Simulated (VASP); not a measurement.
VASP input:

**POSCAR**
```
ZnS
1
    1.8552685185    -3.2134192951     0.0000000000
    1.8552685185     3.2134192951     0.0000000000
    0.0000000000     0.0000000000     6.0797277963
Zn S
2 2
Direct
  0.6666670000   0.3333330000   0.5001659862
  0.3333330000   0.6666670000   0.0001659862
  0.6666670000   0.3333330000   0.8748340138
  0.3333330000   0.6666670000   0.3748340138
```

**KPOINTS**
```
Automatic mesh
0
Gamma
7 7 4
0 0 0
```

### INCAR
```
SYSTEM = ZnS
PREC = Accurate
ENCUT = 520
EDIFF = 1E-7
NELM = 100
ALGO = Normal
LREAL = .FALSE.
LASPH = .TRUE.
ISMEAR = 0
SIGMA = 0.05
GGA = PS
LMAXMIX = 4
LWAVE = .FALSE.
LCHARG = .FALSE.
ISIF = 4
IBRION = 2
NSW = 30
EDIFFG = -0.01
```

POTCAR, in this order: Zn S (PBE.64 set). Program: vasp_std.

### Question
Write an equivalent input for Quantum ESPRESSO's pw.x.

### Answer
One equivalent input (not run):
```
&CONTROL
  calculation = 'vc-relax'
  pseudo_dir = './pseudo'
  outdir = './out'
  tprnfor = .true.
  tstress = .true.
  nstep = 30
  forc_conv_thr = 0.00039
/
&SYSTEM
  ibrav = 0
  nat = 4
  ntyp = 2
  ecutwfc = 84
  occupations = 'smearing'
  smearing = 'gaussian'
  degauss = 0.003675
  input_dft = 'pbesol'
/
&ELECTRONS
  conv_thr = 7.3e-09
  electron_maxstep = 100
/
&IONS
/
&CELL
  cell_dofree = 'shape'
/
ATOMIC_SPECIES
  Zn 65.380 Zn.upf
  S 32.060 S.upf
CELL_PARAMETERS angstrom
     1.8552685   -3.2134193    0.0000000
     1.8552685    3.2134193    0.0000000
     0.0000000    0.0000000    6.0797278
ATOMIC_POSITIONS crystal
  Zn   0.6666670  0.3333330  0.5001660
  Zn   0.3333330  0.6666670  0.0001660
  S    0.6666670  0.3333330  0.8748340
  S    0.3333330  0.6666670  0.3748340
K_POINTS automatic
  7 7 4 0 0 0
```
Limits of the translation: the potentials are each code's own (VASP's PAW set, PseudoDojo norm-conserving files in pw.x), so ENCUT and ecutwfc are chosen apart and not converted; conv_thr bounds pw.x's estimated SCF error, while EDIFF bounds the energy change between steps; forc_conv_thr acts on force components and is met together with etot_conv_thr.

The compound is ZnS in the wurtzite structure, the high-temperature form. This cell is one point of a volume scan, at 0.94 of the reference volume. Symmetry was kept, so distortions that lower it aren't found.
